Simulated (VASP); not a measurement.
Method: PBE GGA, VASP's PBE PAW potentials (set 64) (plane waves; VASP).

Gaps are without spin-orbit coupling.

The volume per atom is 25.94 Å^3/atom and the band gap (over mesh and band path) is 1.53 eV. The smallest direct gap (over mesh and band path) comes out as 1.81 eV.

Problem. Which relaxed crystal gives these values?
A) SiO2, P4_12_12 (92)
B) KF, Fm-3m (225)
C) SnS2, P-3m1 (164)
D) BaO, Fm-3m (225)

Solution. C, SnS2, P-3m1 (164)
